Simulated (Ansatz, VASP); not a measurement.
# Cross-check of ZrC between VASP and Ansatz

One calculation is typed for both programs; each brings its own data sets. How far apart do they land? The cell is generated by rule, not measured, and may not be a known phase. The cell is taken from a series of runs on this material, whose earlier steps may have relaxed, scaled, displaced or heated it; both programs get it as it stands.

Main program and level: Ansatz 0.2.0; plane waves, with VASP 6.6.1 beside it; single point at LDA.

The structure was built from a prototype and need not be the compound's stable phase.

### 1. The structure

It takes space group P4/nmm (No. 129, tetragonal). Conventional cell: a = 4.060 Å, b = 4.060 Å, c = 2.871 Å, α = 90.00°, β = 90.00°, γ = 90.00°. Nearest to Zr lie 4 C at 2.19 Å. C has 4 Zr at 2.19 Å nearest. Farther neighbours are not listed.

### 2. VASP: single point, LDA, pair 1

A single point gives forces, pressure and levels at one fixed geometry, so differences don't come from the geometry; what else differs is listed under the comparison.

Lines of VASP's logs that name or quote its potential files are left out, and so is its time.

File INCAR:

```
SYSTEM = ZrC
PREC = Accurate
ENCUT = 600
EDIFF = 1E-06
NELM = 120
ISMEAR = 1
SIGMA = 0.15
LREAL = .FALSE.
ALGO = Normal
GGA = PW92
NBANDS = 22
LASPH = .TRUE.
LORBIT = 11
LWAVE = .FALSE.
LCHARG = .FALSE.
ISIF = 2
GGA_COMPAT = .FALSE.
KPAR = 2
```

File POSCAR:

```
ZrC
1.0
   -2.8705367897      0.0000000000      0.0000000000
    0.0000000000     -2.8705367897     -2.8705367897
    0.0000000000     -2.8705367897      2.8705367897
Zr C
2 2
Direct
    0.0000000000      0.5000000000      0.5000000000
    0.0000000000      0.0000000000      0.0000000000
    0.7090201394      0.0000000000      0.5000000000
    0.2909798606      0.5000000000      0.0000000000
```

File KPOINTS:

```
Automatic mesh
0
Gamma
12 10 10
0 0 0
```

PAW data sets: Zr_sv and C (LDA family, release 64).

Command:

```console
$ mpirun -np 2 vasp_std
```

Numbers of over 12 decimals in the logs are rounded to 6 here.

What it wrote:

```text
[banner, memory and clock lines left out]
running    2 mpi-ranks, on    1 nodes
 distrk:  each k-point on    1 cores,    2 groups
 distr:  one band on    1 cores,    1 groups

 POSCAR found type information on POSCAR ZrC
 POSCAR found :  2 types and       4 ions
|                                                                             |
|               ----> ADVICE to this user running VASP <----                  |
|                                                                             |
|     You enforced a specific xc type in the INCAR file but a different       |
|     [... a line on the potential file left out ...]
|     I HOPE YOU KNOW WHAT YOU ARE DOING!                                     |
|                                                                             |

 LDA part: xc-table for (Slater(with rela. corr.)+PW92), standard interpolation
 POSCAR, INCAR and KPOINTS ok, starting setup
 FFT: planning ... GRIDC
 FFT: planning ... GRID_SOFT
 FFT: planning ... GRID
 WAVECAR not read
 entering main loop
       N       E                     dE             d eps       ncg     rms          rms(c)
DAV:   1     0.294126319925E+03    0.29413E+03   -0.19098E+04  6468   0.166E+03
DAV:   2    -0.208820246658E+02   -0.31501E+03   -0.29922E+03  7352   0.426E+02
DAV:   3    -0.441627575475E+02   -0.23281E+02   -0.22656E+02 11614   0.947E+01
DAV:   4    -0.448131280866E+02   -0.65037E+00   -0.64906E+00  8176   0.156E+01
DAV:   5    -0.448387043963E+02   -0.25576E-01   -0.25574E-01  9906   0.250E+00    0.353E+01
DAV:   6    -0.384852865681E+02    0.63534E+01   -0.41085E+01  7632   0.329E+01    0.145E+01
DAV:   7    -0.379851707898E+02    0.50012E+00   -0.40962E+00  7992   0.109E+01    0.109E+01
DAV:   8    -0.379716323668E+02    0.13538E-01   -0.36877E-01  8518   0.393E+00    0.144E+00
DAV:   9    -0.379582741893E+02    0.13358E-01   -0.68153E-02  9040   0.127E+00    0.600E-01
DAV:  10    -0.379585000656E+02   -0.22588E-03   -0.43255E-03  8362   0.576E-01    0.302E-01
DAV:  11    -0.379583538706E+02    0.14620E-03   -0.92994E-04  8846   0.183E-01    0.379E-02
DAV:  12    -0.379583520318E+02    0.18388E-05   -0.38997E-05  8536   0.517E-02    0.103E-02
DAV:  13    -0.379583514539E+02    0.57791E-06   -0.13551E-06  5752   0.786E-03
   1 F= -.37958351E+02 E0= -.37959194E+02  d E =0.252855E-02
```

From OUTCAR (step 2):

```text
ion  position               nearest neighbor table
   1  0.000  0.500  0.500-   3 2.19   4 2.19   4 2.19   3 2.19   2 2.87   2 2.87   2 2.87   2 2.87
                             3 2.87   3 2.87   4 2.87   4 2.87
   2  0.000  0.000  0.000-   3 2.19   4 2.19   3 2.19   4 2.19   1 2.87   1 2.87   1 2.87   1 2.87
                             3 2.87   3 2.87   4 2.87   4 2.87
   3  0.709  0.000  0.500-   1 2.19   2 2.19   2 2.19   1 2.19   1 2.87   2 2.87   2 2.87   1 2.87

  LATTYP: Found a simple tetragonal cell.
 ALAT       =     4.0595520593
 C/A-ratio  =     0.7071067812

 Subroutine GETGRP returns: Found 16 space group operations
 (whereof  8 operations were pure point group operations)

The static configuration has the point symmetry D_2d.
 The point group associated with its full space group is D_4h.

 Found    147 irreducible k-points:

   k-points           NKPTS =    147   k-points in BZ     NKDIM =    147   number of bands    NBANDS=     22

   dimension x,y,z NGX =    24 NGY =   32 NGZ =   32
   dimension x,y,z NGXF=    48 NGYF=   64 NGZF=   64

   ENCUT  =  600.0 eV  44.10 Ry    6.64 a.u.   5.73  8.11  8.11*2*pi/ulx,y,z

   NELECT =      32.0000    total number of electrons

 k-points in reciprocal lattice and weights: Automatic mesh
   0.00000000  0.00000000  0.00000000       0.001
   0.08333333  0.00000000  0.00000000       0.002
   0.16666667  0.00000000  0.00000000       0.002
   0.25000000  0.00000000  0.00000000       0.002
   0.33333333  0.00000000  0.00000000       0.002
   0.41666667  0.00000000  0.00000000       0.002
   0.50000000  0.00000000  0.00000000       0.001
   0.00000000  0.10000000  0.00000000       0.003
   0.08333333  0.10000000  0.00000000       0.007
[...]
0.41666667  0.50000000  0.50000000       0.002
   0.50000000  0.50000000  0.50000000       0.001

 average (electrostatic) potential at core
       1 -71.4869       2 -71.4869       3 -47.1175       4 -47.1175

 E-fermi :  10.6974

 k-point     1 :       0.0000    0.0000    0.0000
  band No.  band energies     occupation
    ...
     13       9.3529      2.00000
     14       9.3529      2.00000
     15      10.1997      2.00003
     16      10.1997      2.00003
     17      10.3762      2.00986
     18      12.2144     -0.00000
     19      15.7112      0.00000
     20      16.0999      0.00000
     21      16.0999      0.00000
     22      16.2562      0.00000

 k-point     2 :       0.0833    0.0000    0.0000
  band No.  band energies     occupation
    ...
     13       8.8478      2.00000
     14       8.8478      2.00000
     15      10.4330      2.03180
     16      10.4330      2.03180
     17      10.7338      0.60320
     18      11.7560     -0.00000
     19      15.2575      0.00000
     20      16.0779      0.00000
     21      16.0779      0.00000
     22      16.2850      0.00000

 k-point     3 :       0.1667    0.0000    0.0000
  band No.  band energies     occupation
    ...
     13       7.9853      2.00000
     14       8.9382      2.00000
     15      10.5539      2.04016
     16      10.5539      2.04016
     17      10.6781      1.21597
     18      11.7688     -0.00000
     19      14.8114      0.00000
     20      16.0964      0.00000
     21      16.0964      0.00000
     22      16.3653      0.00000

  Total        1.8055265     10.6457052     10.6457052      0.0000000      0.0000000      0.0000000
  in kB       61.1498101    360.5501425    360.5501425      0.0000000      0.0000000      0.0000000
  external PRESSURE =     260.7500317 kB  Pullay stress =       0.0000000 kB

  energy-cutoff  :      600.00
  volume of cell :       47.31
      direct lattice vectors                 reciprocal lattice vectors
    -2.870536790  0.000000000  0.000000000    -0.348366899  0.000000000  0.000000000
     0.000000000 -2.870536790 -2.870536790     0.000000000 -0.174183450 -0.174183450
     0.000000000 -2.870536790  2.870536790     0.000000000 -0.174183450  0.174183450

 POSITION                                       TOTAL-FORCE (eV/Angst)
 -----------------------------------------------------------------------------------
      0.00000     -2.87054      0.00000         0.000000      0.000000      0.000000
      0.00000      0.00000      0.00000         0.000000      0.000000      0.000000
     -2.03527     -1.43527      1.43527         1.136518      0.000000      0.000000
     -0.83527     -1.43527     -1.43527        -1.136518     -0.000000     -0.000000
 -----------------------------------------------------------------------------------
    total drift:                                0.000000     -0.000000     -0.000000

  FREE ENERGIE OF THE ION-ELECTRON SYSTEM (eV)
  ---------------------------------------------------
  free  energy   TOTEN  =       -37.9583514539 eV

  energy  without entropy=      -37.9608800063  energy(sigma->0) =      -37.95919430

 total charge
# of ion       s       p       d       tot
------------------------------------------
    1        2.229   6.041   1.951  10.221
    2        2.229   6.041   1.951  10.221
    3        0.890   1.511   0.000   2.401
    4        0.890   1.511   0.000   2.401
--------------------------------------------------
tot          6.238  15.102   3.903  25.243

[... 3 further parts left out ...]
```

The run ends at a pressure of 26.08 GPa, with forces up to 1.1 eV/Å.

### 3. Ansatz: single point, LDA, pair 1

Ansatz runs on its default PAW (the set named soft_2) files.

The same cell, functional (in two slightly different forms), mesh and smearing now go to Ansatz, which takes its cutoff from its data sets.

File input.yaml:

```yaml
crystal:
  lattice:
    - [-2.8705367897, 0.0, 0.0]
    - [0.0, -2.8705367897, -2.8705367897]
    - [0.0, -2.8705367897, 2.8705367897]
  atoms:
    - { symbol: Zr, position: [1.0, 0.5, 0.5] }
    - { symbol: Zr, position: [1.0, 1.0, 0.0] }
    - { symbol: C, position: [0.7090201394, 0.0, 0.5] }
    - { symbol: C, position: [0.2909798606, 0.5, 0.0] }
kpoints:
  mp_grid: { grid: [12, 10, 10] }
hamiltonian:
  xc: lda
scf:
  occupations: { method: methfessel_paxton, width: 0.15 }
output:
  forces: true
  stress: true
  eigenvalues: true
```

Command:

```console
$ ansatz run input.yaml --threads 4 --pin off --max-ram 7168MiB --backend cpu --events-out ev --progress --plain --runs-dir out
```

What it wrote:

```text
Engine: ansatz 0.2.0, aarch64-unknown-linux-gnu
Pseudopotentials: kind: paw
Pseudopotential: Zr, paw, valence charge 12, recommended cutoff 420 eV (normal), Zr.paw.azcp
Pseudopotential: C, paw, valence charge 4, recommended cutoff 420 eV (normal), C.paw.azcp
Functional definition: SPW92
  exchange = slater_x
  correlation = pw_c
Crystal: 4 atoms, lattice volume = 47.306 Å³
Basis set: ecut = 420 eV, 929 PW (Γ)
Bands: 20, of which v1, the nominal top of the filled ones, is band 16 counted from 1 (15 counted from 0)
Symmetry: 16 space group operations
Space group: P4/nmm (ITA 129), of the structure as read, at distance tolerance 3.6e-5 Å
k-points: 147 of 1200
Non-local potential: Zr, projectors of the file, l = 0: 3, l = 1: 2, l = 2: 2, l = 3: 2
Non-local potential: C, projectors of the file, l = 0: 2, l = 1: 2, l = 2: 1
PAW form: soft (Blöchl's): semilocal exchange-correlation on the pseudo side does not see the compensation charge
PAW frozen core: Zr, regenerated for the run's functional, and the local potential with it (the file was generated under x = pbe(κ = 0.804, μ = 0.219515), c = pbe(β = 0.066725))
PAW frozen core: C, regenerated for the run's functional, and the local potential with it (the file was generated under x = pbe(κ = 0.804, μ = 0.219515), c = pbe(β = 0.066725))
PAW one-centre angular grid: Zr, 590 points (default); XC on 64 Gauss nodes
PAW one-centre angular grid: C, 110 points (default); XC on 64 Gauss nodes
Initial density: superposition of atomic densities (neutral atoms: chi_scale 0, normalization atom), corrected by the library's trained network
Initial wavefunctions: pseudopotential atomic-orbital guess
Functional: x = slater, c = lda
SCF iter   1: F=—  HF=-8640.061309 eV  |F-HF|=—  |Δ(HF+E_count)|=         —  Δρ=9.35e-3  dr2=4.17e-2  ethr=1.77e-3  ⟨swp⟩=4.9  Hψ=12887  notcnv=0
preconditioner: auto → Kerker (q_TF=auto, 2.556 Å⁻¹)  [metal: Δε(μ)=0.044 eV  Ē_g=16.124 eV  σ=0.150 eV  W_gap=0.25  n_scr=10 (ndim 8)  ℏωp=28.6 eV  f_vac=0.000  D(μ)=1.22/eV (n_scr^D=4)]
SCF iter   2: F=—  HF=-8640.052714 eV  |F-HF|=—  |Δ(HF+E_count)|=   8.59e-3  S|Δr|=    0.00e0  Δρ=4.23e-3  dr2=4.16e-3  ethr=1.30e-4  ⟨swp⟩=1.0  Hψ=4121  notcnv=0
SCF iter   3: F=—  HF=-8640.051900 eV  |F-HF|=—  |Δ(HF+E_count)|=   8.14e-4  S|Δr|=    0.00e0  Δρ=1.54e-3  dr2=6.20e-4  ethr=1.30e-5  ⟨swp⟩=1.3  Hψ=3277  notcnv=0
SCF iter   4: F=—  HF=-8640.051780 eV  |F-HF|=—  |Δ(HF+E_count)|=   1.20e-4  S|Δr|=    0.00e0  Δρ=2.05e-4  dr2=1.19e-5  ethr=1.94e-6  ⟨swp⟩=2.7  Hψ=5373  notcnv=0
SCF iter   5: F=—  HF=-8640.051777 eV  |F-HF|=—  |Δ(HF+E_count)|=   2.50e-6  S|Δr|=    0.00e0  Δρ=2.87e-5  dr2=3.29e-7  ethr=3.71e-8  ⟨swp⟩=2.3  Hψ=5324  notcnv=0
SCF iter   6: F=-8640.051777 eV  HF=-8640.051777 eV  |F-HF|=4.35e-9  |Δ(HF+E_count)|=   2.97e-8  S|Δr|=    0.00e0  Δρ=6.77e-6  dr2=1.82e-8  ethr=3.13e-10  ⟨swp⟩=4.6  Hψ=10679  notcnv=0
SCF 1 converged in 6 iterations: F = -8640.051777 eV  dr2 = 1.82e-8
  greatest PAW one-centre occupation: 0.998 electrons in one spin orbital (limit 2), on the Zr atom at site 1 (counted from 0), in its partial waves of l = 0
SCF converged after 6 iterations
Stability not checked: this state was not tested for a lower state beside it, because cold or Methfessel-Paxton smearing, or corrected tetrahedra, fill the levels in a way that the test cannot read (fill_not_monotonic; see scf.lower_state_search)
Free energy (F): -8640.051777 eV
Harris-Foulkes:  -8640.051777 eV  (|F-HF|=4.35e-9)
Internal energy: -8640.054347 eV  (E = F + TS)
E sigma→0 (E₀):  -8640.052420 eV
Entropy (-TS):   0.002570 eV (0.643 meV/atom)
Fermi energy:    16.353792 eV
--- Per-component energies (eV) ---
  E_band       = -47.064338
  E_kinetic    = 863.088458
  E_local      = -1148.212423  (includes V_loc(G=0)·N_el)
  E_nonlocal   = 224.021275
  E_hartree    = 352.478970
  E_xc         = -423.921124
  E_vxc        = -509.718288  (∫ρ·V_xc dr)
  E_paw        = -5881.274111  (= ΣΔE_a)
  E_vpaw       = -181.199803  (= ΣTr[D̂ρ^β])
  E_aug_tail   = 0.000062  (compensation charges beyond the density's cutoff)
  E_ewald      = -2627.101920
  E_core_change = 0.866467  (= ΣΔE_core)
  E_smearing   = 0.002570  (= −TS)
  E_closure    = -0.000000  (closes the sum)
  Σ components = -8640.051777   (vs F -8640.051777, Δ=0.00e0)
--- Forces (eV/Å), atoms counted from 1 ---
  atom   1  Zr     0.00000000     0.00000000     0.00000000
  atom   2  Zr     0.00000000     0.00000000    -0.00000000
  atom   3  C      1.11434106     0.00000000     0.00000000
  atom   4  C     -1.11434106     0.00000000     0.00000000
  max |Σ_I F_I| component: 3.47e-18 eV/Å
--- Stress (GPa, compression-positive) ---
        5.994434      -0.000000      -0.000000
       -0.000000      35.674646       0.000000
        0.000000       0.000000      35.674646
  P = ⅓ Tr σ = 25.7812 GPa (257.812 kbar)
--- Band table (eV; the first three rows and the last of 147) ---
  k-point 0: bands = [... 12 lower, 14.9990, 14.9990, 15.8555, 15.8555, 16.0299, 17.8680, 21.3640, 21.7558]
  k-point 1: bands = [... 12 lower, 14.5899, 14.9714, 15.6934, 16.0534, 16.1984, 17.9605, 20.7260, 21.3458]
  k-point 2: bands = [... 12 lower, 14.2767, 14.8916, 15.2579, 16.3687, 16.5740, 18.1056, 19.9535, 20.9135]
  k-point 146: bands = [... 12 lower, 13.6310, 13.6310, 14.1404, 14.1404, 19.4181, 19.4181, 19.7649, 19.7649]
```

The run ends at a pressure of 25.78 GPa, with forces up to 1.1 eV/Å.

### 4. Side by side

Known differences besides the potentials themselves: the cutoff is 420 eV in Ansatz and 600 eV in VASP; VASP's log shows a relativistic correction to its local exchange, Ansatz's none. Total energies have different zeros and are not compared.

The two programs side by side:

| quantity | Ansatz | VASP | difference |
| --- | --- | --- | --- |
| pressure (GPa) | 25.78 | 26.07 | -0.29 |

Forces (eV/Å; atoms numbered as in POSCAR):

| atom | Ansatz x, y, z | VASP x, y, z |
| --- | --- | --- |
| Zr1 | 0.000, 0.000, 0.000 | 0.000, 0.000, 0.000 |
| Zr2 | 0.000, 0.000, 0.000 | 0.000, 0.000, 0.000 |
| C3 | 1.114, 0.000, 0.000 | 1.137, 0.000, 0.000 |
| C4 | -1.114, 0.000, 0.000 | -1.137, 0.000, 0.000 |

The forces differ by 9.1 meV/Å r.m.s., which is 2.0 % of the r.m.s. force of 0.464 eV/Å (both taken over all components).

### 5. Ansatz: single point, LDA, pair 2

With cell and atoms fixed, the geometry can't cause a difference; cores, projectors, grids and the points listed under the comparison can. This pair takes another cell of the material, with 8 atoms against 4 for the pair before.

The cell is taken from a series of runs on this material, whose earlier steps may have relaxed, scaled, displaced or heated it; both programs get it as it stands.

File input.yaml:

```yaml
crystal:
  lattice:
    - [2.8705367897, 0.0, 0.0]
    - [0.0, 2.8705367897, -2.8705367897]
    - [0.0, 5.7410735793, 5.7410735793]
  atoms:
    - { symbol: Zr, position: [-0.0052043333, 1.0, 0.0] }
    - { symbol: Zr, position: [0.0, 0.5, 0.25] }
    - { symbol: Zr, position: [0.0052043333, 0.0, 0.5] }
    - { symbol: Zr, position: [0.0, 0.5, 0.75] }
    - { symbol: C, position: [0.5, 0.0, 0.25] }
    - { symbol: C, position: [0.513934676, 0.5, 0.5] }
    - { symbol: C, position: [0.5, 0.0, 0.75] }
    - { symbol: C, position: [0.486065324, 0.5, 0.0] }
kpoints:
  mp_grid: { grid: [12, 8, 4] }
hamiltonian:
  xc: lda
scf:
  occupations: { method: methfessel_paxton, width: 0.15 }
output:
  forces: true
  stress: true
  eigenvalues: true
```

What it wrote:

```text
[...]
Crystal: 8 atoms, lattice volume = 94.613 Å³
Basis set: ecut = 420 eV, 1847 PW (Γ)
Bands: 40, of which v1, the nominal top of the filled ones, is band 32 counted from 1 (31 counted from 0)
Symmetry: 8 space group operations
[...]
k-points: 105 of 384
[...]
k-point 0: bands = [... 28 lower, 15.9144, 16.5512, 16.5644, 16.7338, 16.7376, 17.8287, 17.8345, 17.8358, ... 4 higher]
  k-point 1: bands = [... 28 lower, 16.3263, 16.4173, 16.6714, 16.7352, 16.9555, 17.3755, 17.6033, 17.8233, ... 4 higher]
  k-point 2: bands = [... 28 lower, 16.5694, 16.5694, 16.8112, 16.8112, 17.1118, 17.1118, 17.1421, 17.1421, ... 4 higher]
  k-point 104: bands = [... 28 lower, 16.8952, 16.8952, 16.9761, 16.9761, 17.0666, 17.0666, 17.1472, 17.1472, ... 4 higher]
[key lines of the parts left out:]
SCF converged after 6 iterations
Free energy (F): -17279.604660 eV
Fermi energy:    16.562088 eV
P = ⅓ Tr σ = 0.0293 GPa (0.293 kbar)
```

The run ends at a pressure of 0.03 GPa, with forces up to 0.28 eV/Å.

(Part 1 of 2 ends here.)

[Lines on the potential files, build, host, timing and source positions are cut from VASP's logs without a mark.]

[Logs are printed without paths, hosts, clocks, repeated set-up lines and the standing remarks that a program may print on its own settings, such as how far it seeks lower states.]

[Hosts, paths, dates, database ids (printed as entryN), source tags and the programs' standing remarks are cut or masked in the printed files.]
